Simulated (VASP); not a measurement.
Computed with r2SCAN meta-GGA, VASP's PBE PAW potentials (set 64) (plane waves; VASP 6.6.1). For the first row: Settings: 400 eV cut-off, 5×5×5 Γ-centred mesh, tetrahedra with Blöchl corrections, potentials V_sv Tl_d Se.

| system | energy (eV/atom) |
|---|---|
| Tl3VSe4 (space group I-43m) | -29.5221 |
| V (bcc) | -14.1347 |
| Tl (hcp) | -53.1764 |
| Se (trig) | -14.3080 |

The references are the elements' solids at the same level; no temperature or zero-point terms are added.   Spin-orbit coupling is left out, which shifts such energies by up to tenths of an eV for the heavy elements here.

What is the formation energy per atom of Tl$_{3}$VSe$_{4}$?

The references average (1×(-14.1347) + 3×(-53.1764) + 4×(-14.3080))/8 = -28.8620 eV, so the formation energy is -29.5221 − (-28.8620) = -0.660 eV/atom.
